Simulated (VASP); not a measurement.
Output of a VASP run:

**OSZICAR**
```
       N       E                     dE             d eps       ncg     rms          rms(c)
DAV:   1     0.128767288726E+02    0.12877E+02   -0.39531E+03   760   0.882E+02
DAV:   2    -0.123989609541E+02   -0.25276E+02   -0.24344E+02  1208   0.108E+02
DAV:   3    -0.127463120313E+02   -0.34735E+00   -0.34735E+00   832   0.171E+01
DAV:   4    -0.127467963499E+02   -0.48432E-03   -0.48432E-03  1168   0.690E-01
DAV:   5    -0.127467964233E+02   -0.73381E-07   -0.73380E-07   832   0.697E-03    0.463E+00
DAV:   6    -0.122639305774E+02    0.48287E+00   -0.14708E+00   760   0.606E+00    0.234E+00
DAV:   7    -0.122025585812E+02    0.61372E-01   -0.17687E-01  1040   0.251E+00    0.878E-01
DAV:   8    -0.121936498801E+02    0.89087E-02   -0.19800E-02   832   0.924E-01    0.103E-01
DAV:   9    -0.121937739553E+02   -0.12408E-03   -0.49613E-04   944   0.182E-01    0.539E-02
DAV:  10    -0.121938412052E+02   -0.67250E-04   -0.13435E-04   776   0.791E-02    0.131E-02
DAV:  11    -0.121938438744E+02   -0.26691E-05   -0.40788E-06  1168   0.173E-02    0.113E-02
DAV:  12    -0.121938435886E+02    0.28575E-06   -0.11865E-06   808   0.676E-03    0.135E-03
DAV:  13    -0.121938436127E+02   -0.24077E-07   -0.23920E-08   384   0.157E-03
   1 F= -.12193844E+02 E0= -.12193844E+02  d E =-.361495E-15
```

**OUTCAR**
```
------------------------ aborting loop because EDIFF is reached ----------------------------------------
  FORCE on cell =-STRESS in cart. coord.  units (eV):
  Direction    XX          YY          ZZ          XY          YZ          ZX
  --------------------------------------------------------------------------------------
  Total       -0.6854940     -0.6854940     -0.6854940      0.0000000      0.0000000      0.0000000
  in kB      -39.1116216    -39.1116216    -39.1116216      0.0000000      0.0000000      0.0000000
  external PRESSURE =     -39.1116216 kB  Pullay stress =       0.0000000 kB
  volume of cell :       28.08
      direct lattice vectors                 reciprocal lattice vectors
     0.000000000  2.412456380  2.412456380    -0.207257633  0.207257633  0.207257633
     2.412456380  0.000000000  2.412456380     0.207257633 -0.207257633  0.207257633
     2.412456380  2.412456380  0.000000000     0.207257633  0.207257633 -0.207257633
  FREE ENERGIE OF THE ION-ELECTRON SYSTEM (eV)
  ---------------------------------------------------
  free  energy   TOTEN  =       -12.1938436127 eV

  energy  without entropy=      -12.1938436127  energy(sigma->0) =      -12.19384361
```
(Selected blocks of OUTCAR.)

**POSCAR**
```
BAs
1
    0.0000000000     2.4124563797     2.4124563797
    2.4124563797     0.0000000000     2.4124563797
    2.4124563797     2.4124563797     0.0000000000
B As
1 1
Direct
  0.0000000000   0.0000000000   0.0000000000
  0.2500000000   0.2500000000   0.2500000000
```

Problem. Write an INCAR and KPOINTS that could have produced this output.

Solution. This is not unique; one that fits is the input of the run itself, PBEsol GGA, plane waves, VASP's PBE PAW potentials (set 64).

### INCAR
```
SYSTEM  =  BAs
PREC  =  Accurate; ENCUT  =  520; LREAL  =  .FALSE.
LASPH  =  .TRUE.
EDIFF  =  1E-7; NELM  =  100; ALGO  =  Normal
LMAXMIX  =  4
ISMEAR  =  0; SIGMA  =  0.05
GGA  =  PS
ISIF  =  2
LWAVE  =  .FALSE.; LCHARG  =  .FALSE.
```

KPOINTS:
```
Automatic
0
G
  10 10 10
```

POTCAR, in this order: B As (PBE.64 set). Program: vasp_std.

The compound is BAs in the zinc blende structure. This cell is one point of a volume scan, at 1.03 of the reference volume.
